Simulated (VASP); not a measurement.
```
Be2B
1.0
    0.00000     2.27778     2.27778
    2.27778     0.00000     2.27778
    2.27778     2.27778     0.00000
Be B
2 1
Direct
  0.25000   0.25000   0.25000
  0.75000   0.75000   0.75000
  0.00000   0.00000   0.00000
```

Computed with PBEsol GGA, VASP's PBE PAW potentials (set 64) (plane waves; VASP). Settings: 520 eV cut-off, 13×13×13 Γ-centred mesh, tetrahedra with Blöchl corrections, potentials Be B.

### Question
Estimate the energy per atom (σ→0), band gap (on the k-mesh) with the smallest direct gap where there is one.

### Answer

The band gap (on the k-mesh) comes out as none (metal, semimetal or under 0.01 eV) and the energy per atom (σ→0) comes out as -4.960 eV/atom.

Total energies compare only between runs with the same potentials, cut-off and functional.

The structure comes from a measured Be2B entry (Fm-3m) of the Crystallography Open Database, whose conditions weren't checked. It was relaxed first, which changed the volume by -7 %. The electron count is odd and the run is not spin-polarised, which forces a metal.
